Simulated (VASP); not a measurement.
A VASP calculation is set up with these files.

**KPOINTS**
```
Automatic mesh
0
Gamma
8 3 1
0 0 0
```

### POSCAR
```
Sc
3.3579280
  1.0000000000   0.0000000000   0.0000000000
  0.0000000000   3.2175064504   0.0000000000
  0.0000000000   0.0000000000   5.2474621255
Sc
12
Cart
  0.5833330000   0.0000000000   1.7726714179
  0.5833330000   1.6087532252   1.7726714179
  0.0833330000   0.8043766126   2.0563597153
  0.0833330000   2.4131298378   1.4890146053
  0.0833330000   0.0000000000   2.6237310627
  0.0833330000   1.6087532252   2.6237310627
  0.5833330000   0.8043766126   2.9074193602
  0.5833330000   2.4131298378   2.3400427653
  0.5833330000   0.0000000000   3.4747592228
  0.5833330000   1.6087532252   3.4747592228
  0.0833330000   0.8043766126   3.7584475202
  0.0833330000   2.4131298378   3.1911024101
```

INCAR:
```
! general
SYSTEM   =  Sc
PREC     =  Accurate
ENCUT    =  300
LREAL    =  .False.
LASPH    =  .True.

! electronic loop
EDIFF    =  1E-6
NELM     =  100
ALGO     =  Normal
LMAXMIX  =  4

! smearing
ISMEAR   =  1
SIGMA    =  0.136

! ions
ISIF     =  2

! output
LWAVE    =  .False.
LCHARG   =  .False.
```

POTCAR, in this order: Sc_sv (LDA.64 set). Program: vasp_std.

Question: Write an equivalent input for Quantum ESPRESSO's pw.x.

Answer: One equivalent input (not run):
```
&CONTROL
  calculation = 'scf'
  pseudo_dir = './pseudo'
  outdir = './out'
  tprnfor = .true.
  tstress = .true.
/
&SYSTEM
  ibrav = 0
  nat = 12
  ntyp = 1
  ecutwfc = 78
  occupations = 'smearing'
  smearing = 'methfessel-paxton'
  degauss = 0.009996
  input_dft = 'pz'
/
&ELECTRONS
  conv_thr = 7.3e-08
  electron_maxstep = 100
/
ATOMIC_SPECIES
  Sc 44.956 Sc.upf
CELL_PARAMETERS angstrom
     3.3579280    0.0000000    0.0000000
     0.0000000   10.8041550    0.0000000
     0.0000000    0.0000000   17.6206000
ATOMIC_POSITIONS crystal
  Sc   0.5833330  0.0000000  0.3378150
  Sc   0.5833330  0.5000000  0.3378150
  Sc   0.0833330  0.2500000  0.3918770
  Sc   0.0833330  0.7500000  0.2837590
  Sc   0.0833330  0.0000000  0.5000000
  Sc   0.0833330  0.5000000  0.5000000
  Sc   0.5833330  0.2500000  0.5540620
  Sc   0.5833330  0.7500000  0.4459380
  Sc   0.5833330  0.0000000  0.6621790
  Sc   0.5833330  0.5000000  0.6621790
  Sc   0.0833330  0.2500000  0.7162410
  Sc   0.0833330  0.7500000  0.6081230
K_POINTS automatic
  8 3 1 0 0 0
```
What does not carry over: the potentials are each code's own (VASP's PAW set, PseudoDojo norm-conserving files in pw.x), so ENCUT and ecutwfc are chosen apart and not converted; conv_thr bounds pw.x's estimated SCF error, while EDIFF bounds the energy change between steps.

The cell is a sheet with vacuum, built from a generated structure.
